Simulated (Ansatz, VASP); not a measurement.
# Cu3SeF in VASP and in Ansatz

INCAR

```
SYSTEM = Cu3SeF
ALGO = Normal
EDIFF = 1E-6
ENCUT = 520
GGA = CA
ISIF = 2
ISMEAR = 0
LASPH = .TRUE.
LCHARG = .FALSE.
LREAL = .FALSE.
LWAVE = .FALSE.
NBANDS = 31
NELM = 100
PREC = Accurate
SIGMA = 0.05
```

File KPOINTS:

```
k-points
0
G
  4 4 4
  0 0 0
```

File POSCAR:

```
Cu3SeF
1.0
    4.0551115019      0.0000000000      0.0000000000
    0.0000000000      4.0551115019      0.0000000000
    0.0000000000      0.0000000000      4.0551115019
Se F Cu
1 1 3
Direct
    0.0000000000      0.0000000000      0.0000000000
    0.5000000000      0.5000000000      0.5000000000
    0.5000000000      0.5000000000      0.0000000000
    0.5000000000      0.0000000000      0.5000000000
    0.0000000000      0.5000000000      0.5000000000
```

Input for Ansatz:

```yaml
crystal:
  lattice:
    - [4.0551115019, 0.0, 0.0]
    - [0.0, 4.0551115019, 0.0]
    - [0.0, 0.0, 4.0551115019]
  atoms:
    - { symbol: Se, position: [0.0, 0.0, 0.0] }
    - { symbol: F, position: [0.5, 0.5, 0.5] }
    - { symbol: Cu, position: [0.5, 0.5, 0.0] }
    - { symbol: Cu, position: [0.5, 0.0, 0.5] }
    - { symbol: Cu, position: [0.0, 0.5, 0.5] }
basis:
  ecutwfc: 420
kpoints:
  mp_grid: { grid: [4, 4, 4] }
hamiltonian:
  xc: lda
scf:
  occupations: { method: gaussian, width: 0.05 }
output:
  forces: true
  stress: true
  eigenvalues: true
```

The cell comes from a database or a generator and needn't be the stable form of this composition.

Alike in both runs: task single point; functional LDA; k mesh 4 × 4 × 4; occupations gaussian, width 0.05 eV; no spin polarisation.

```csv
,VASP,Ansatz
version,VASP 6.6.1,Ansatz 0.2.0
potentials or method,"VASP PAW LDA potentials, release 64 (Se, F, Cu)","scalar-relativistic, plane waves, PAW"
plane-wave cutoff (eV),520,420
valence electrons in the cell,46,80
```

|  | VASP | Ansatz | Ansatz less VASP |
| --- | --- | --- | --- |
| gap on the k mesh at the Fermi level (eV) | none | none | - |
| pressure (GPa) | 0.5 | 0.1 | -0.40 |

A gap of «none» marks a metal or a gap that the smearing closes. The two sets of potentials don't hold the same shells in valence.

Caveats: the k mesh is coarse (spacing up to 0.39 Å⁻¹), so the values aren't converged; the run has no spin polarisation, though such a crystal can be magnetic; semilocal functionals often make such compounds metallic where correlation or magnetic order opens a gap, which also shifts bond lengths. With open d or f shells a metallic result of LDA can be an artefact of self-interaction; +U or a hybrid may open a gap.
